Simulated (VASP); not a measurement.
An input for Quantum ESPRESSO's pw.x (written as the equivalent of a VASP run, and not itself run):

```
&CONTROL
  calculation = 'scf'
  pseudo_dir = './pseudo'
  outdir = './out'
  tprnfor = .true.
  tstress = .true.
/
&SYSTEM
  ibrav = 0
  nat = 2
  ntyp = 2
  ecutwfc = 84
  occupations = 'smearing'
  smearing = 'methfessel-paxton'
  degauss = 0.00735
  input_dft = 'vdw-df2'
/
&ELECTRONS
  conv_thr = 7.3e-09
  electron_maxstep = 100
/
ATOMIC_SPECIES
  Ga 69.723 Ga.upf
  As 74.922 As.upf
CELL_PARAMETERS angstrom
     0.0000000    3.0197925    3.0197925
     3.0197925    0.0000000    3.0197925
     3.0197925    3.0197925    0.0000000
ATOMIC_POSITIONS crystal
  Ga   0.0000000  0.0000000  0.0000000
  As   0.2500000  0.2500000  0.2500000
K_POINTS automatic
  11 11 11 0 0 0
```

Q: Translate this input to VASP (INCAR, KPOINTS, POSCAR, choice of POTCAR).

A: This is not unique; one that fits is 
**INCAR**
```
AGGAC = 0.0
ALGO = Normal
EDIFF = 1E-7
ENCUT = 520
GGA = ML
ISIF = 2
ISMEAR = 1
LASPH = T
LCHARG = F
LMAXMIX = 4
LREAL = F
LUSE_VDW = T
LWAVE = F
NELM = 100
PREC = Accurate
SIGMA = 0.1
SYSTEM = GaAs
ZAB_VDW = -1.8867
```

KPOINTS:
```
Automatic mesh
0
gamma
  11 11 11
0 0 0
```

### POSCAR
```
GaAs
6.0395850
  0.0000000000   0.5000000074   0.5000000074
  0.5000000074   0.0000000000   0.5000000074
  0.5000000074   0.5000000074   0.0000000000
Ga As
1 1
Direct
  0.0000000000   0.0000000000   0.0000000000
  0.2500000000   0.2500000000   0.2500000000
```

POTCAR, in this order: Ga_d As (PBE.64 set). Program: vasp_std.

The two are equivalent in intent, not identical: the potentials are each code's own (VASP's PAW set, PseudoDojo norm-conserving files in pw.x), so ENCUT and ecutwfc are chosen apart and not converted; conv_thr bounds pw.x's estimated SCF error, while EDIFF bounds the energy change between steps.

The compound is GaAs in the zinc blende structure. This cell is one point of a volume scan, at 1.06 of the reference volume.
